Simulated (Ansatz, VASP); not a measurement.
## Al3NiSn: VASP beside Ansatz

The input INCAR:

```
SYSTEM = Al3NiSn
  ALGO = Normal
  EDIFF = 1E-7
  EDIFFG = -0.01
  ENCUT = 600
  GGA = PE
  IBRION = 2
  ISIF = 3
  ISMEAR = 0
  LASPH = .True.
  LCHARG = .False.
  LREAL = .False.
  LWAVE = .False.
  NELM = 100
  NSW = 100
  PREC = Accurate
  SIGMA = 0.1
```

The input KPOINTS:

```
k-points
0
Gamma
  8 8 8
  0 0 0
```

POSCAR

```
Al3NiSn
1.0
    4.5778305864      0.0000000000      0.0000000000
    0.0000000000      4.5778305864      0.0000000000
    0.0000000000      0.0000000000      4.5778305864
Al Ni Sn
3 1 1
Direct
    0.5000000000      0.0000000000      0.0000000000
    0.0000000000      0.5000000000      0.0000000000
    0.0000000000      0.0000000000      0.5000000000
    0.0000000000      0.0000000000      0.0000000000
    0.5000000000      0.5000000000      0.5000000000
```

Input for Ansatz:

```yaml
crystal:
  lattice:
    - [4.5778305864, 0.0, 0.0]
    - [0.0, 4.5778305864, 0.0]
    - [0.0, 0.0, 4.5778305864]
  atoms:
    - { symbol: Al, position: [0.5, 0.0, 0.0] }
    - { symbol: Al, position: [0.0, 0.5, 0.0] }
    - { symbol: Al, position: [0.0, 0.0, 0.5] }
    - { symbol: Ni, position: [0.0, 0.0, 0.0] }
    - { symbol: Sn, position: [0.5, 0.5, 0.5] }
basis:
  ecutwfc: 420
kpoints:
  mp_grid: { grid: [8, 8, 8] }
hamiltonian:
  xc: pbe
scf:
  occupations: { method: gaussian, width: 0.1 }
output:
  forces: true
  stress: true
  eigenvalues: true
relax:
  adjacent_minimum: "off"
  f_tol: 0.01
  max_steps: 80
  cell: { stress_tol: 0.05 }
```

Change from the starting cell: species swapped into the NiAgF3 type (Pm-3m, No. 221).

Alike in both runs: task relaxation of cell and atoms; functional PBE; k mesh 8 × 8 × 8; occupations gaussian, width 0.1 eV; no spin polarisation.

|  | VASP | Ansatz |
| --- | --- | --- |
| version | VASP 6.6.1 | Ansatz 0.2.0 |
| potentials or method | VASP PAW PBE potentials, release 64 (Al, Ni, Sn_d) | scalar-relativistic, plane waves, PAW |
| plane-wave cutoff (eV) | 600 | 420 |
| valence electrons in the cell | 33 | 41 |

|  | VASP | Ansatz | Ansatz less VASP |
| --- | --- | --- | --- |
| gap on the k mesh at the Fermi level, each at its own relaxed structure (eV) | none | none | - |
| relaxed volume (Å³/atom) | 19.30 | 19.30 | 0.000 |
| relaxed cell length with the largest relative difference (Å) | 4.587 | 4.587 | 0.0000 |

A gap of «none» marks a metal or a gap that the smearing closes. The two sets of potentials don't hold the same shells in valence.

Spin polarisation is off, so any magnetic state and its effect on volume and gap are missing.
